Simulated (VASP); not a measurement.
A run of VASP 6.6.1:

The input INCAR:

```
PREC     = Accurate       # precision mode
ENCUT    = 600            # plane-wave cutoff, eV
EDIFF    = 1E-6           # SCF threshold, eV
ISMEAR   = 1              # smearing method
SIGMA    = 0.1            # smearing width, eV
LREAL    = False          # projectors in reciprocal space
LASPH    = True           # aspherical terms in the spheres
NELM     = 80             # most SCF steps
ALGO     = Normal         # electronic algorithm
ISIF     = 3              # what is computed and relaxed
LWAVE    = False          # write WAVECAR
LCHARG   = False          # write CHGCAR
GGA      = PS             # functional
IBRION   = 2              # ionic algorithm
NSW      = 90             # ionic steps
EDIFFG   = -0.01          # ionic threshold
KPAR     = 4
```

File KPOINTS:

```
Automatic mesh
0
Gamma
  6 6 6
```

File POSCAR:

```
NbTe4
1.0
    6.4990000000      0.0000000000      0.0000000000
    0.0000000000      6.4990000000      0.0000000000
    0.0000000000      0.0000000000      6.8370000000
Nb Te
2 8
Direct
    0.0000000000      0.0000000000      0.2500000000
    0.0000000000      0.0000000000      0.7500000000
    0.1425000000      0.3316000000      0.0000000000
    0.6684000000      0.1425000000      0.0000000000
    0.8575000000      0.6684000000      0.0000000000
    0.3316000000      0.8575000000      0.0000000000
    0.8575000000      0.3316000000      0.5000000000
    0.3316000000      0.1425000000      0.5000000000
    0.1425000000      0.6684000000      0.5000000000
    0.6684000000      0.8575000000      0.5000000000
```

Potentials or basis: VASP PAW PBE potentials, release 64 (Nb_sv, Te).

Run with:

```console
$ cat potpaw_PBE.64/Nb_sv/POTCAR potpaw_PBE.64/Te/POTCAR > POTCAR
$ mpirun -np 4 vasp_std > vasp.out
```

Hardware: 4 MPI ranks on Intel(R) Xeon(R) Platinum 8488C (Sapphire Rapids), with other jobs on the host.

**Question.** Estimate the wall time of this run.

**Answer.** Wall time 17 min on 4 MPI ranks on Intel(R) Xeon(R) Platinum 8488C (Sapphire Rapids) (shared host), peak memory 0.77 GiB a rank. Counts: scf iterations 84, k points 40, ion steps 10.
